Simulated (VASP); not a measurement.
Consider the following.

```yaml
crystal:
  lattice:
    - [0.00000, 2.17758, 2.17758]
    - [2.17758, 0.00000, 2.17758]
    - [2.17758, 2.17758, 0.00000]
  atoms:
    - { symbol: Si, position: [0.00000, 0.00000, 0.00000] }
    - { symbol: C, position: [0.25000, 0.25000, 0.25000] }
```

Method: r2SCAN meta-GGA, VASP's PBE PAW potentials (set 64) (plane waves; VASP). Numerical set-up: 600 eV cut-off, 10×10×10 Γ-centred mesh, Gaussian smearing of 0.050 eV, potentials Si C.

Stress in GPa, positive for a compressed cell; the cube axes lie along x, y and z, and the ions stay on their sites.

```csv
strain,σxx,σyy,σzz
none,-0.17,-0.17,-0.17
"εxx = +0.5 %, εyy = +0.5 %, εzz = +0.5 %",-3.47,-3.47,-3.47
εyy = -1.5 %,1.97,6.09,1.97
"εxx = +1.5 %, εyy = +1.5 %, εzz = +1.5 %",-9.46,-9.46,-9.46
```

Fit C11 and C12 to these rows, and predict the stress for εyy = -4.0 %.

Least squares on Δσ_i = −C11 ε_i − C12 (ε_j + ε_k) over all components shown gives C11 = 393 GPa and C12 = 119 GPa, and so σxx, σyy, σzz = 4.58, 15.56, 4.58 GPa. The run gave 6.18, 16.75, 6.18 GPa; the difference holds the non-linear terms and numerical noise.

Left out are shears, moved atoms, failed runs and, from the fit, strains over 2.5 %.

The compound is SiC in the zinc blende structure.
